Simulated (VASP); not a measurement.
Here is the system:

```
CELL_PARAMETERS angstrom
      5.82365     0.00000     0.00000
      0.00000     5.82365     0.00000
      0.00000     0.00000     5.82365
ATOMIC_POSITIONS crystal
  Cs 0.00000 0.00000 0.00000
  Pb 0.50000 0.50000 0.50000
  Br 0.50000 0.00000 0.50000
  Br 0.00000 0.50000 0.50000
  Br 0.50000 0.50000 0.00000
```

Calculation: r2SCAN meta-GGA, VASP's PBE PAW potentials (set 64) (plane waves; VASP). Settings: 520 eV cut-off, 4×4×4 Γ-centred mesh, Gaussian smearing of 0.050 eV, potentials Cs_sv Pb_d Br.

Unless said otherwise, spin-orbit coupling is left out, though it shifts the bands of the heavy elements here.

**Question.** What does the run give for the energy per atom (σ→0), pressure, band gap (on the k-mesh) with the smallest direct gap where there is one?

**Answer.** 
| Item | Value |
|---|---|
| band gap (on the k-mesh) | 1.79 eV |
| smallest direct gap (on the k-mesh) | 1.79 eV |
| energy per atom (σ→0) | -25.680 eV/atom |
| pressure | 1.52 GPa |

The absolute energy has meaning only against runs of the same code, potentials and settings.

The compound is CsPbBr3 in the cubic perovskite structure, the ideal cubic form; the compound distorts at low or room temperature. This cell is one point of a volume scan, at 0.94 of the reference volume.
